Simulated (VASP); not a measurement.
KI (rock salt) relaxed at rising pressure, in one space group throughout; other phases were not tried. The pressures are those reached. Level of theory: PBE GGA, VASP's PBE PAW potentials (set 64) (plane waves; VASP).

```
P (GPa)  V (Å³/atom)  k-mesh
-------  -----------  ------
0.00          46.388   7×7×7
4.92          36.064   7×7×7
10.01         31.773   7×7×7
19.95         27.359   8×8×8
29.94         24.772   8×8×8
```

A change of mesh leaves a small step in the series.

Q: Fit an equation of state and predict the volume at 45.11 GPa.

A: Least squares on the third-order Birch-Murnaghan form, P = (3B0/2)(y⁷ − y⁵)[1 + (3/4)(B′ − 4)(y² − 1)] with y = (V0/V)^(1/3), gives V0 = 46.309 Å³/atom, B0 = 11 GPa and B′ = 4.6, and so 22.283 Å³/atom. The run gave 22.222 Å³/atom, -0.3 % from the fit.

Pressures at which the relaxation failed are left out.

The compound is KI in the rock salt structure.
